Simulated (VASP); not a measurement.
These are vdW-DF2, VASP's PBE PAW potentials (set 64) (plane waves; VASP) values and carry that method's errors.

VASP input:

POSCAR:
```
NiSb
1
    2.0750772721    -3.5941394518     0.0000000000
    2.0750772721     3.5941394518     0.0000000000
    0.0000000000     0.0000000000     5.4641275023
Ni Sb
2 2
Direct
  0.0000000000   0.0000000000   0.5000000000
  0.0000000000   0.0000000000   0.0000000000
  0.3333330000   0.6666670000   0.2500000000
  0.6666670000   0.3333330000   0.7500000000
```

KPOINTS:
```
Automatic mesh
0
gamma
  9 9 6
0 0 0
```

**INCAR**
```
SYSTEM = NiSb
PREC = Accurate
ENCUT = 520
EDIFF = 1E-7
NELM = 100
ALGO = Normal
LREAL = .FALSE.
LASPH = .TRUE.
ISMEAR = 1
SIGMA = 0.1
GGA = ML
ZAB_VDW = -1.8867
LUSE_VDW = .TRUE.
AGGAC = 0.0
LMAXMIX = 4
LWAVE = .FALSE.
LCHARG = .FALSE.
ISIF = 4
IBRION = 2
NSW = 30
EDIFFG = -0.01
```

POTCAR, in this order: Ni Sb (PBE.64 set). Program: vasp_std.

### Question
What will the output report for the number of irreducible k-points (NKPTS), largest plane-wave count, number of space-group operations, FFT grid (NGX, NGY, NGZ)?

### Answer

```json
{
 "number of irreducible k-points (NKPTS)": "48",
 "largest_plane_wave_count": "2216",
 "number_of_space_group_operations": "24",
 "FFT grid (NGX, NGY, NGZ)": "32 × 32 × 42"
}
```

The compound is NiSb in the NiAs type structure. This cell is one point of a volume scan, at 1.03 of the reference volume. The run is not spin-polarised, so no magnetic state was tried.
